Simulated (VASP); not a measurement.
Crystal: VSe2.

```xyz
3
Lattice="3.3550 0.0000 0.0000 -1.6775 2.9055 0.0000 0.0000 0.0000 6.1340" Properties=species:S:1:pos:R:3 pbc="T T T"
V     0.0000    0.0000    0.0000
Se    0.0000    1.9370    1.5335
Se    1.6775    0.9685    4.6005
```

Base run:

```yaml
Program: VASP 6.6.1
Functional: LDA
Potentials_or_basis: VASP PAW LDA potentials, release 64 (V_sv, Se)
Cutoff: 520 eV
k_mesh: 7 × 7 × 3
Occupations: gaussian, width 0.05 eV
Spin: no spin polarisation
Hubbard_terms: V d U = 4.0 eV
```

Its results: band gap on the k mesh none (metal or under the smearing width); pressure -2.0 GPa; largest force 0.113 eV/Å.

Problem. The run is repeated on the same cell with these changes: spin from no spin polarisation to collinear spin, typed start; further incar settings from ALGO = Normal; EDIFF = 1e-06; NBANDS = 20 to ALGO = Normal; EDIFF = 1e-06; NBANDS = 24. What comes out?

Solution. Band gap on the k mesh none (metal or under the smearing width); pressure 2.0 GPa; net moment 1.08 μB per cell; site moments V +1.29; Se -0.12 μB; largest force 0.149 eV/Å.

Caveats: U without spin polarisation on a metal has little footing (some runs).

Not every run made on this cell is shown here.
